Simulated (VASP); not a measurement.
Output of a VASP run:

OUTCAR:
```
 ion  position               nearest neighbor table
   1  0.500  0.000  0.781-   3 2.33   4 2.33   3 2.33   4 2.33   2 3.69   2 3.69   2 3.69   2 3.69
  LATTYP: Found a simple tetragonal cell.
 ALAT       =     4.0156769409
 C/A-ratio  =     1.3439830086
 Subroutine PRICEL returns:
 Original cell was already a primitive cell.
 Subroutine GETGRP returns: Found 16 space group operations
The static configuration has the point symmetry D_2d.
 The point group associated with its full space group is D_4h.
The dynamic configuration has the point symmetry D_2d.
 Subroutine INISYM returns: Found 16 space group operations
 Subroutine IBZKPT returns following result:
 Found     30 irreducible k-points:

 Following reciprocal coordinates:
            Coordinates               Weight
  0.000000  0.000000  0.000000      1.000000
  0.166667  0.000000  0.000000      4.000000
  0.333333  0.000000  0.000000      4.000000
  0.500000  0.000000  0.000000      2.000000
  0.166667  0.166667  0.000000      4.000000
  0.333333  0.166667  0.000000      8.000000
  0.500000  0.166667  0.000000      4.000000
  0.333333  0.333333  0.000000      4.000000
  0.500000  0.333333  0.000000      4.000000
  0.500000  0.500000  0.000000      1.000000
  0.000000  0.000000  0.250000      2.000000
  0.166667  0.000000  0.250000      8.000000
  0.333333  0.000000  0.250000      8.000000
  0.500000  0.000000  0.250000      4.000000
  0.166667  0.166667  0.250000      8.000000
  0.333333  0.166667  0.250000     16.000000
  0.500000  0.166667  0.250000      8.000000
  0.333333  0.333333  0.250000      8.000000
  0.500000  0.333333  0.250000      8.000000
  0.500000  0.500000  0.250000      2.000000
  0.000000  0.000000  0.500000      1.000000
  0.166667  0.000000  0.500000      4.000000
  0.333333  0.000000  0.500000      4.000000
  0.500000  0.000000  0.500000      2.000000
  0.166667  0.166667  0.500000      4.000000
  0.333333  0.166667  0.500000      8.000000
  0.500000  0.166667  0.500000      4.000000
  0.333333  0.333333  0.500000      4.000000
  0.500000  0.333333  0.500000      4.000000
  0.500000  0.500000  0.500000      1.000000
   k-points           NKPTS =     30   k-points in BZ     NKDIM =     30   number of bands    NBANDS=     24
   number of dos      NEDOS =    301   number of ions     NIONS =      4
   total plane-waves  NPLWV =  36000
   dimension x,y,z NGX =    30 NGY =   30 NGZ =   40
   dimension x,y,z NGXF=    60 NGYF=   60 NGZF=   80
   ions per type =               2   2
   PREC   = accura    normal or accurate (medium, high low for compatibility)
   ISTART =      0    job   : 0-new  1-cont  2-samecut
   ICHARG =      2    charge: 1-file 2-atom 10-const
   ISPIN  =      1    spin polarized calculation?
   LNONCOLLINEAR =      F non collinear calculations
   LSORBIT =      F    spin-orbit coupling
   INIWAV =      1    electr: 0-lowe 1-rand  2-diag
   ENCUT  =  520.0 eV  38.22 Ry    6.18 a.u.   7.47  7.47 10.03*2*pi/ulx,y,z
   NELM   =    100;   NELMIN=  2; NELMDL= -5     # of ELM steps
   EDIFF  = 0.1E-06   stopping-criterion for ELM
   LREAL  =      F    real-space projection
   NLSPLINE    = F    spline interpolate recip. space projectors
   LMAXMIX     =    4 max onsite mixed and CHGCAR
   VOSKOWN=      0    Vosko Wilk Nusair interpolation
   EDIFFG = -.1E-01   stopping-criterion for IOM
   NSW    =     30    number of steps for IOM
   NBLOCK =      1;   KBLOCK =     30    inner block; outer block
   IBRION =      2    ionic relax: 0-MD 1-quasi-New 2-CG
   NFREE  =      1    steps in history (QN), initial steepest desc. (CG)
   ISIF   =      4    stress and relaxation
   ISYM   =      2    0-nonsym 1-usesym 2-fastsym
   TEIN   =    0.0    initial temperature
   TEBEG  =    0.0;   TEEND  =   0.0 temperature during run
   SMASS  =  -3.00    Nose mass-parameter (am)
   PSTRESS=    0.0 pullay stress
   NELECT =      40.0000    total number of electrons
   EFERMI =   0.00;   METHOD = LEGACY
...
```

**OSZICAR**
```
...
DAV:   8    -0.215039970450E+02   -0.22475E-06   -0.29383E-07  1248   0.993E-03    0.336E-04
DAV:   9    -0.215039970818E+02   -0.36802E-07   -0.78406E-08   808   0.250E-03
   2 F= -.21503997E+02 E0= -.21503997E+02  d E =-.102894E-01
       N       E                     dE             d eps       ncg     rms          rms(c)
DAV:   1    -0.215029260836E+02    0.10710E-02   -0.10490E+00  1712   0.578E+00    0.104E-01
DAV:   2    -0.215050603976E+02   -0.21343E-02   -0.23798E-02  2104   0.165E+00    0.570E-02
DAV:   3    -0.215050235185E+02    0.36879E-04   -0.21795E-04  2040   0.128E-01    0.304E-02
DAV:   4    -0.215050076623E+02    0.15856E-04   -0.39444E-05  2232   0.837E-02    0.881E-03
DAV:   5    -0.215050078355E+02   -0.17320E-06   -0.10585E-05  1976   0.309E-02    0.309E-03
DAV:   6    -0.215050082298E+02   -0.39430E-06   -0.14266E-06  1944   0.941E-03    0.176E-03
DAV:   7    -0.215050083052E+02   -0.75440E-07   -0.21800E-07  1216   0.454E-03
   3 F= -.21505008E+02 E0= -.21505008E+02  d E =-.113006E-01
       N       E                     dE             d eps       ncg     rms          rms(c)
DAV:   1    -0.215105843709E+02   -0.55761E-02   -0.33137E-01  1528   0.495E+00    0.384E-01
DAV:   2    -0.215080714967E+02    0.25129E-02   -0.11817E-02  2280   0.137E+00    0.237E-01
DAV:   3    -0.215065479232E+02    0.15236E-02   -0.17611E-03  1952   0.625E-01    0.567E-02
DAV:   4    -0.215064932700E+02    0.54653E-04   -0.46287E-04  2176   0.211E-01    0.124E-02
DAV:   5    -0.215064940672E+02   -0.79722E-06   -0.43736E-05  1560   0.607E-02    0.454E-03
DAV:   6    -0.215064936918E+02    0.37541E-06   -0.27016E-06  2240   0.232E-02    0.244E-03
DAV:   7    -0.215064937900E+02   -0.98248E-07   -0.50164E-07  1544   0.638E-03
   4 F= -.21506494E+02 E0= -.21506494E+02  d E =-.148548E-02
       N       E                     dE             d eps       ncg     rms          rms(c)
DAV:   1    -0.215226219368E+02   -0.16128E-01   -0.11990E+00  1520   0.943E+00    0.731E-01
DAV:   2    -0.215136528911E+02    0.89690E-02   -0.43862E-02  2216   0.254E+00    0.450E-01
DAV:   3    -0.215081736011E+02    0.54793E-02   -0.62430E-03  1952   0.114E+00    0.111E-01
DAV:   4    -0.215079421773E+02    0.23142E-03   -0.16041E-03  2160   0.420E-01    0.240E-02
DAV:   5    -0.215079459857E+02   -0.38084E-05   -0.18055E-04  1568   0.123E-01    0.870E-03
DAV:   6    -0.215079446772E+02    0.13085E-05   -0.10622E-05  2288   0.461E-02    0.470E-03
DAV:   7    -0.215079451476E+02   -0.47041E-06   -0.20420E-06  1544   0.125E-02    0.184E-03
DAV:   8    -0.215079451876E+02   -0.40003E-07   -0.30859E-07  1312   0.441E-03
   5 F= -.21507945E+02 E0= -.21507945E+02  d E =-.293688E-02
       N       E                     dE             d eps       ncg     rms          rms(c)
DAV:   1    -0.215094816303E+02   -0.15365E-02   -0.11464E-01  1552   0.290E+00    0.226E-01
DAV:   2    -0.215085788811E+02    0.90275E-03   -0.38249E-03  2288   0.792E-01    0.139E-01
DAV:   3    -0.215080563335E+02    0.52255E-03   -0.59317E-04  1936   0.367E-01    0.340E-02
DAV:   4    -0.215080357472E+02    0.20586E-04   -0.16239E-04  2192   0.123E-01    0.744E-03
DAV:   5    -0.215080360476E+02   -0.30035E-06   -0.15563E-05  1576   0.360E-02    0.273E-03
DAV:   6    -0.215080358646E+02    0.18299E-06   -0.93829E-07  2088   0.142E-02    0.146E-03
DAV:   7    -0.215080358926E+02   -0.28023E-07   -0.19430E-07  1080   0.416E-03
   6 F= -.21508036E+02 E0= -.21508036E+02  d E =-.302759E-02
```

OUTCAR:
```
------------------------ aborting loop because EDIFF is reached ----------------------------------------
  FORCE on cell =-STRESS in cart. coord.  units (eV):
  Direction    XX          YY          ZZ          XY          YZ          ZX
  --------------------------------------------------------------------------------------
  Total        0.2855342      0.2855342      0.2861447      0.0000000      0.0000000      0.0000000
  in kB        5.2565247      5.2565247      5.2677626      0.0000000      0.0000000      0.0000000
  external PRESSURE =       5.2602706 kB  Pullay stress =       0.0000000 kB
  volume of cell :       87.03
      direct lattice vectors                 reciprocal lattice vectors
     4.049486433  0.000000000  0.000000000     0.246944895  0.000000000  0.000000000
     0.000000000  4.049486433  0.000000000     0.000000000  0.246944895  0.000000000
     0.000000000 -0.000000000  5.307257775     0.000000000  0.000000000  0.188421223
 POSITION                                       TOTAL-FORCE (eV/Angst)
 -----------------------------------------------------------------------------------
      2.02474      4.04949      4.11654         0.000000      0.000000     -0.003980
      0.00000      2.02474      1.19072        -0.000000     -0.000000      0.003980
      2.02474      2.02474      0.00000        -0.000000      0.000000      0.000000
      4.04949      4.04949      0.00000        -0.000000     -0.000000      0.000000
 -----------------------------------------------------------------------------------
    total drift:                                0.000000      0.000000      0.000000
  FREE ENERGIE OF THE ION-ELECTRON SYSTEM (eV)
  ---------------------------------------------------
  free  energy   TOTEN  =       -21.5080358926 eV

  energy  without entropy=      -21.5080358926  energy(sigma->0) =      -21.50803589

 reached required accuracy - stopping structural energy minimisation
```
(Selected blocks of OUTCAR.)

File POSCAR:
```
PbO
1
    4.0156769409     0.0000000000     0.0000000000
    0.0000000000     4.0156769409     0.0000000000
    0.0000000000     0.0000000000     5.3970015766
Pb O
2 2
Direct
  0.5000000000   0.0000000000   0.7814729638
  1.0000000000   0.5000000000   0.2185270362
  0.5000000000   0.5000000000   0.0000000000
  0.0000000000   0.0000000000   0.0000000000
```

Q: Reconstruct the remaining input files.

A: Several could match; the one computed here: the input of the run itself, PBE GGA, plane waves, VASP's PBE PAW potentials (set 64).

### KPOINTS
```
kpoints
0
G
 6 6 4
```

INCAR:
```
SYSTEM = PbO
PREC = Accurate
ENCUT = 520
EDIFF = 1E-7
NELM = 100
ALGO = Normal
LREAL = .FALSE.
LASPH = .TRUE.
ISMEAR = 0
SIGMA = 0.05
GGA = PE
LMAXMIX = 4
LWAVE = .FALSE.
LCHARG = .FALSE.
ISIF = 4
IBRION = 2
NSW = 30
EDIFFG = -0.01
```

POTCAR, in this order: Pb_d O (PBE.64 set). Program: vasp_std.

Without a dispersion term in the relaxation, distances and binding between the weakly bound layers, chains or molecules are unreliable, and so is what depends on them.

The compound is PbO in the litharge structure. This cell is one point of a volume scan, at 0.97 of the reference volume. Symmetry was kept, so distortions that lower it aren't found.
